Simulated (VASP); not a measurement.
VASP ran on this input.

POSCAR:
```
GaAs
1
    0.0000000000     2.8250000000     2.8250000000
    2.8250000000     0.0000000000     2.8250000000
    2.8250000000     2.8250000000     0.0000000000
Ga As
1 1
Direct
  0.0000000000   0.0000000000   0.0000000000
  0.2500000000   0.2500000000   0.2500000000
```

File KPOINTS:
```
kpoints
0
G
  7 7 7
0 0 0
```

### INCAR
```
! general
SYSTEM   =  GaAs
PREC     =  Accurate
ENCUT    =  400
LREAL    =  .False.
LASPH    =  .True.

! electronic loop
EDIFF    =  1E-2
NELM     =  100
ALGO     =  Normal
LMAXMIX  =  4

! smearing
ISMEAR   =  0
SIGMA    =  0.05

! functional
GGA      =  PE

! ions
ISIF     =  2

! output
LWAVE    =  .False.
LCHARG   =  .False.
```

POTCAR, in this order: Ga_d As (PBE.64 set). Program: vasp_std.

Q: Translate this PBE calculation to Ansatz.

A: One equivalent input (not run):
Ansatz 0.2 input:
```yaml
crystal:
  lattice:
    - [0.0000000, 2.8250000, 2.8250000]
    - [2.8250000, 0.0000000, 2.8250000]
    - [2.8250000, 2.8250000, 0.0000000]
  atoms:
    - { symbol: Ga, position: [0.0000000, 0.0000000, 0.0000000] }
    - { symbol: As, position: [0.2500000, 0.2500000, 0.2500000] }
kpoints:
  mp_grid: { grid: [7, 7, 7] }
hamiltonian:
  xc: pbe
  pseudopotentials: { kind: paw }
scf:
  occupations: { method: gaussian, width: 0.05 }
  max_iter: 100
output: { forces: true, stress: true, eigenvalues: true }
```
Limits of the translation: each code has its own PAW files, so the cut-off isn't converted (ENCUT is set for VASP's; basis.ecutwfc is left out, and Ansatz then takes the one that its files recommend); Ansatz stops its SCF on the density residual and VASP on the energy change (EDIFF).

The compound is GaAs in the zinc blende structure. The cell was not relaxed at this level. The run is one of a series of settings (EDIFF = 1E-2 against the base run), some of them coarse on purpose.
